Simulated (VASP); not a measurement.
Given:

```yaml
crystal:
  lattice:
    - [1.56950, -2.78583, 0.00000]
    - [1.56950, 2.78583, 0.00000]
    - [0.00000, 0.00000, 3.42339]
  atoms:
    - { symbol: Hf, position: [0.00000, 0.00000, 0.00000] }
    - { symbol: B, position: [0.33333, 0.66667, 0.50000] }
    - { symbol: B, position: [0.67318, 0.33985, 0.50000] }
```

Level of theory: PBE GGA, VASP's PBE PAW potentials (set 64) (plane waves; VASP). Run with 520 eV cut-off, KSPACING 0.16 per Å, first-order Methfessel-Paxton smearing of 0.10 eV, potentials Hf_pv B.

Gaps are read on the run's mesh, which can miss a band edge. Unless said otherwise, spin-orbit coupling is left out, though it shifts the bands of the heavy elements here.

**Question.** Estimate the energy per atom (σ→0), pressure, largest force, band gap (on the k-mesh) with the smallest direct gap where there is one.

**Answer.** 
The band gap (on the k-mesh) is none (metal, semimetal or under 0.01 eV), the energy per atom (σ→0) is -8.788 eV/atom and the pressure is -1.20 GPa. The largest force comes out as 0.328 eV/Å.

The compound is HfB2 in the AlB2 type structure. The cell was not relaxed at this level, atoms are displaced from their ideal sites. The run is one of a series of settings (KGAMMA = .TRUE., KSPACING = 0.16, KPOINTS file removed against the base run), some of them coarse on purpose.
